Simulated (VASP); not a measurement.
Runs of VASP 6.6.1 on Ta3AsAu2O13. Symmetry: R3m, No. 160, trigonal system. Conventional cell: a = 10.485 Å, b = 10.485 Å, c = 12.428 Å, α = 90.00°, β = 90.00°, γ = 120.00°. Ta (site symmetry m) is surrounded by 4 O at 1.82 to 1.95 Å. Around As (site symmetry 3m) lie 3 O at 1.76 Å. Around Au (site symmetry 3m) lie 3 O at 2.21 Å. Au (site symmetry 3m) is surrounded by 1 As at 2.39 Å and 1 Au at 2.67 Å. Around O (site symmetry m) lie 1 As at 1.76 Å and 1 Ta at 1.93 Å. O (site symmetry 1) is surrounded by 1 O at 1.44 Å. Around O (site symmetry m) lie 1 Ta at 1.82 Å. O (site symmetry 3m) has 3 Ta at 2.11 Å as nearest neighbours. The cell was built by a generator and needn't be a form met in nature.

```tsv
task	level	k mesh for the DOS	occupations for the DOS	gap on the mesh (eV)	pressure (GPa)	largest force (eV/Å)
optical spectrum	PBE	-	-	1.06	0.6	0.34
electrostatic potential	PBE	-	-	1.06	0.6	0.34
atomic charges	PBE+TS	-	-	1.06	(a)	0.40
band structure	PBE	-	-	1.06	0.6	0.34
electric field gradients	PBE	-	-	1.06	0.6	0.34
atomic charges	PBE	-	-	1.06	0.6	0.34
```

Alike in all rows: potentials or basis VASP PAW PBE potentials, release 64 (Ta_pv, As, Au, O); no spin polarisation; cell as given; k mesh 4 × 4 × 4; cutoff (eV) 520; smearing fermi-dirac 0.05 eV.

Problem. Fill in the values left out.

Solution. (a) -0.2.

Caveats: spin-orbit coupling is left out, which moves the levels of the heavy elements; spectra need much finer meshes, so this one isn't converged (some runs); independent-particle spectra lack excitons (some runs).

A k mesh can miss the band edges, and the runs leave out spin-orbit coupling on As, Au, Ta.
